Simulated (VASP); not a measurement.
Input:

```
CELL_PARAMETERS angstrom
      1.85168    -3.20721     0.00000
      1.85168     3.20721     0.00000
      0.00000     0.00000    11.84025
ATOMIC_POSITIONS crystal
  La 0.00000 0.00000 0.50000
  La 0.00000 0.00000 0.00000
  La 0.33333 0.66667 0.25000
  La 0.66667 0.33333 0.75000
```

Method: optB86b-vdW, VASP's PBE PAW potentials (set 64) (plane waves; VASP 6.6.1). Settings: 520 eV cut-off, Gaussian smearing of 0.050 eV, potentials La.

Q: Predict the band gap (along the path) with the smallest direct gap where there is one.

A: 
```
Quantity                                                      Value
-------------------------  ----------------------------------------
band gap (along the path)  none (metal, semimetal or under 0.01 eV)
```

Total energies compare only between runs with the same potentials, cut-off and functional.

The compound is La in the dhcp structure. It was relaxed first, which changed the volume by -6 %.
